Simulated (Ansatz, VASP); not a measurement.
**Mg6CrC: VASP beside Ansatz**

```
Cr Mg C
1.0
     3.25952    0.00000    0.00000
     0.00000    5.08337    5.41873
     0.00000   -5.08337    5.41873
Cr Mg C
1 6 1
Direct
  0.00000 0.83896 0.83896
  0.50000 0.08423 0.08423
  0.50000 0.10980 0.64489
  0.50000 0.64489 0.10980
  0.00000 0.34697 0.34697
  0.00000 0.46081 0.78101
  0.00000 0.78101 0.46081
  0.50000 0.73333 0.73333
```

Change from the starting cell: volume scaled by 1.15.

Alike in both runs: task single point; functional r2SCAN; dispersion rVV10; k mesh 9 × 4 × 4; occupations gaussian, width 0.1 eV; collinear spin, ferromagnetic start; fixed moment 2 μB; Hubbard terms Cr d U = 8 eV.

|  | VASP | Ansatz |
| --- | --- | --- |
| version | VASP 6.6.1 | Ansatz 0.2.0 |
| potentials or method | VASP PAW PBE potentials, release 64 (Cr_pv, Mg, C) | Ansatz PAW |
| plane-wave cutoff (eV) | 520 | 500 |
| valence electrons in the cell | 28 | 78 |

|  | VASP | Ansatz | Ansatz less VASP |
| --- | --- | --- | --- |
| gap on the k mesh at the Fermi level (eV) | none | none | - |
| pressure (GPa) | -2.9 | -2.0 | +0.89 |
| largest component of the traceless stress (GPa) | 2.25 | 2.46 | +0.212 |
| rms of the force components (eV/Å) | 0.480 | 0.611 | +0.1318 |
| net moment per atom (μB) | 0.25 | 0.25 | 0.000 |
| size of the moment on the site where the two differ most (μB) | 3.90 | 3.17 | -0.726 |

Site moments also hang on the region over which each program counts them. The programs project onto different local orbitals, so the same U acts differently. Atom by atom the forces differ by 0.143 eV/Å (rms over components). A gap of «none» marks a metal or a gap that the smearing closes. The two sets of potentials don't hold the same shells in valence.

Caveats: the total moment is fixed, so each spin has its own Fermi level; the U is typed as a test and isn't derived for this compound; the PAW data sets were made with another functional, which shifts forces and pressure a little (VASP); the magnetic or orbital state may not be the lowest (Ansatz); the PAW data sets come from PBE, with cores solved anew for the run's functional, which leaves a small shift of forces and pressure (Ansatz); forces of over 1 eV/Å show positions far from the minimum, so gaps and moduli don't describe the material at rest (Ansatz); the thresholds are loose for stress (Ansatz). The state reached can hang on the start; a lower one may exist.
